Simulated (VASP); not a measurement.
Here is the system:

```xyz
2
Lattice="0.0000 3.5000 3.5000 3.5000 0.0000 3.5000 3.5000 3.5000 0.0000" Properties=species:S:1:pos:R:3 pbc="T T T"
Ba     0.0000     0.0000     0.0000
Te     3.5000     3.5000     3.5000
```

Calculation: PBE GGA, VASP's PBE PAW potentials (set 64) (plane waves; VASP). Numerical set-up: 300 eV cut-off, 8×8×8 Γ-centred mesh, Fermi-Dirac smearing of 0.010 eV, potentials Ba_sv Te.

Unless said otherwise, spin-orbit coupling is left out, though it shifts the bands of the heavy elements here.

Task: Give the energies of bands 6 to 11 at the high-symmetry points, in eV from the valence-band maximum.

Result: 
| band | Γ | X | U | L | W |
|---|---|---|---|---|---|
| 6 | 0.00 | -1.13 | -1.27 | -2.24 | -1.28 |
| 7 | 0.00 | -0.38 | -1.06 | -1.13 | -0.95 |
| 8 | 0.00 | -0.38 | -0.78 | -1.13 | -0.95 |
| 9 | 2.91 | 1.52 | 2.57 | 4.19 | 3.51 |
| 10 | 2.93 | 4.43 | 5.00 | 4.75 | 3.51 |
| 11 | 2.93 | 4.64 | 5.17 | 4.89 | 4.82 |

The gap is indirect, 1.52 eV, from the valence maximum at Γ to the conduction minimum at X.

The structure is a typed BaTe crystal (Fm-3m). The cell was not relaxed at this level.
